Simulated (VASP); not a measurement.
Consider the following.

```xyz
4
Lattice="3.8876 0.0000 0.0000 0.0000 3.8876 0.0000 0.0000 0.0000 2.9870" Properties=species:S:1:pos:R:3 pbc="T T T"
Mn     1.9438     0.0000     0.0946
Mn     0.0000     1.9438     2.8924
O      0.0000     0.0000     0.0000
O      1.9438     1.9438     0.0000
```
Starting moments (μB, in the order of the record's atoms Mn Mn O O): 3.2 3.2 0.1 0.1.

Calculation: PBEsol GGA, VASP's PBE PAW potentials (set 64) (plane waves; VASP). Settings: 600 eV cut-off, 8×8×10 Γ-centred mesh, first-order Methfessel-Paxton smearing of 0.10 eV, potentials Mn_pv O.

The moments were started parallel, and other spin orders were not tried in this run.

Q: Which forces act on the atoms, in eV/Å?

A: 
```tsv
atom	Fx	Fy	Fz
Mn1	0.000	0.000	-0.072
Mn2	0.000	0.000	0.072
O3	0.000	0.000	0.000
O4	0.000	0.000	0.000
```

Q: Give the stress tensor in GPa (positive for a compressed cell).

A: 
```
2.17  0.00  0.00
0.00  2.17  0.00
0.00  0.00  0.02
```
The pressure is its mean diagonal, 1.46 GPa.

The structure was generated: MnO was put into the litharge type (P4/nmm), which need not be its known phase. It was relaxed first, which changed the volume by -8 %.
